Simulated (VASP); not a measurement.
Method: r2SCAN meta-GGA, VASP's PBE PAW potentials (set 64) (plane waves; VASP).

VASP ran on this input.

**INCAR**
```
ALGO = Normal
EDIFF = 1E-5
EDIFFG = -0.03
ENCUT = 400
IBRION = 2
ISIF = 2
ISMEAR = 1
LASPH = .TRUE.
LCHARG = .FALSE.
LMAXMIX = 4
LMIXTAU = .TRUE.
LREAL = .FALSE.
LWAVE = .FALSE.
METAGGA = R2SCAN
NELM = 100
NELMIN = 4
NSW = 20
PREC = Normal
SIGMA = 0.1
SYSTEM = Ba
```

File KPOINTS:
```
Automatic mesh
0
Gamma
11 11 11
0 0 0
```

POSCAR:
```
Ba
1.0
 -2.5399144021   2.5399144021   2.5399144021
  2.5399144021  -2.5399144021   2.5399144021
  2.5399144021   2.5399144021  -2.5399144021
Ba
1
Cartesian
  0.0000000000   0.0000000000   0.0000000000
```

POTCAR, in this order: Ba_sv (PBE.64 set). Program: vasp_std.

**Question.** What will the output report for the number of irreducible k-points (NKPTS), largest plane-wave count, number of space-group operations, FFT grid (NGX, NGY, NGZ)?

**Answer.** 
```json
{
  "number of irreducible k-points (NKPTS)": "56",
  "largest_plane_wave_count": "1207",
  "number_of_space_group_operations": "48",
  "FFT grid (NGX, NGY, NGZ)": "24 × 24 × 24"
}
```

The compound is Ba in the bcc structure. It was relaxed first.
